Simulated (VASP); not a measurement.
Energy against volume of Mo (bcc). All values below come from MS2 meta-GGA, VASP's PBE PAW potentials (set 64) (plane waves; VASP 6.6.1). Numerical set-up: 520 eV cut-off, 16×16×16 Γ-centred mesh, first-order Methfessel-Paxton smearing of 0.10 eV, potentials Mo_sv.

| V (Å³/atom) | E (eV/atom) |
|---|---|
| 15.129 | -10.28298 |
| 15.597 | -10.29414 |
| 16.065 | -10.28109 |
| 16.533 | -10.24738 |

Question: Fit these four points and predict the energy of the run at 14.661 Å³/atom.

Answer: A cubic in V^(−2/3), the third-order Birch-Murnaghan form, passes through the four points with V0 = 15.57 Å³/atom and B0 = 278 GPa, and gives -10.2434 eV/atom there. The run gave -10.2433 eV/atom, +0.1 meV/atom from the fit; all five points give B0 = 278 GPa.

The compound is Mo in the bcc structure. It was relaxed first.
